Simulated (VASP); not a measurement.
VASP ran on this input.

### INCAR
```
SYSTEM = Mo2Rh
PREC = Accurate
ENCUT = 300
EDIFF = 1E-6
NELM = 100
ALGO = Normal
LREAL = .FALSE.
LASPH = .TRUE.
ISMEAR = 0
SIGMA = 0.1
GGA = PS
LMAXMIX = 4
LWAVE = .FALSE.
LCHARG = .FALSE.
ISIF = 2
```

**KPOINTS**
```
Automatic
0
G
 5 5 5
0 0 0
```

### POSCAR
```
Mo2Rh
1
    0.0000000000     3.8757680000     3.8757680000
    3.8757680000     0.0000000000     3.8757680000
    3.8757680000     3.8757680000     0.0000000000
Mo Rh
4 2
Direct
  0.1250000000   0.1250000000   0.1250000000
  0.6250000000   0.1250000000   0.1250000000
  0.1250000000   0.6250000000   0.1250000000
  0.1250000000   0.1250000000   0.6250000000
  0.7500000000   0.7500000000   0.7500000000
  0.5000000000   0.5000000000   0.5000000000
```

POTCAR, in this order: Mo_sv Rh_pv (PBE.64 set). Program: vasp_std.

Question: Translate this PBEsol calculation to Ansatz.

Answer: One equivalent input (not run):
Ansatz 0.2 input:
```yaml
crystal:
  lattice:
    - [0.0000000, 3.8757680, 3.8757680]
    - [3.8757680, 0.0000000, 3.8757680]
    - [3.8757680, 3.8757680, 0.0000000]
  atoms:
    - { symbol: Mo, position: [0.1250000, 0.1250000, 0.1250000] }
    - { symbol: Mo, position: [0.6250000, 0.1250000, 0.1250000] }
    - { symbol: Mo, position: [0.1250000, 0.6250000, 0.1250000] }
    - { symbol: Mo, position: [0.1250000, 0.1250000, 0.6250000] }
    - { symbol: Rh, position: [0.7500000, 0.7500000, 0.7500000] }
    - { symbol: Rh, position: [0.5000000, 0.5000000, 0.5000000] }
kpoints:
  mp_grid: { grid: [5, 5, 5] }
hamiltonian:
  xc: pbesol
  pseudopotentials: { kind: paw }
scf:
  occupations: { method: gaussian, width: 0.1 }
  max_iter: 100
output: { forces: true, stress: true, eigenvalues: true }
```
Limits of the translation: each code has its own PAW files, so the cut-off isn't converted (ENCUT is set for VASP's; basis.ecutwfc is left out, and Ansatz then takes the one that its files recommend); Ansatz stops its SCF on the density residual and VASP on the energy change (EDIFF).

The structure was generated: Mo2Rh was put into an ordered model structure, which need not be its known phase. The cell was not relaxed at this level. The run is one of a series of settings (GGA = PS against the base run), some of them coarse on purpose.
